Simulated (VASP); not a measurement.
Crystal: MgO (Periclase).

```
Mg O
1.0
     0.00000    2.10850    2.10850
     2.10850    0.00000    2.10850
     2.10850    2.10850    0.00000
Mg O
1 1
Cartesian
  0.0000 0.0000 0.0000
  2.1085 2.1085 2.1085
```

- Program: VASP 6.6.1
- Task: relaxation of cell and atoms
- Functional: LDA
- Potentials or basis: VASP PAW LDA potentials, release 64 (Mg, O)
- Cutoff: 600 eV
- k mesh: 12 × 12 × 12
- Occupations: gaussian, width 0.03 eV
- Spin: no spin polarisation

At the start: pressure -8.5 GPa; volume 9.37 Å³/atom.

Question: Where does the relaxation end?

Answer: Over 3 steps the energy falls by 13.4 meV/atom and the volume is 8.89 Å³/atom (-5.2 %); space group Fm-3m (No. 225, to 0.05 Å).

Step by step:
```
step  energy change (eV)  largest force (eV/Å)  pressure (GPa)  volume (Å³)
   1              0.0000                0.0000           -8.46        18.75
   2             -0.0228                0.0000            3.67        17.44
   3             -0.0267                0.0000            0.02        17.78
```

Final structure:
```
Mg O
1.0
     0.00000    2.07164    2.07164
     2.07164    0.00000    2.07164
     2.07164    2.07164    0.00000
Mg O
1 1
Direct
  0.00000 0.00000 0.00000
  0.50000 0.50000 0.50000
```
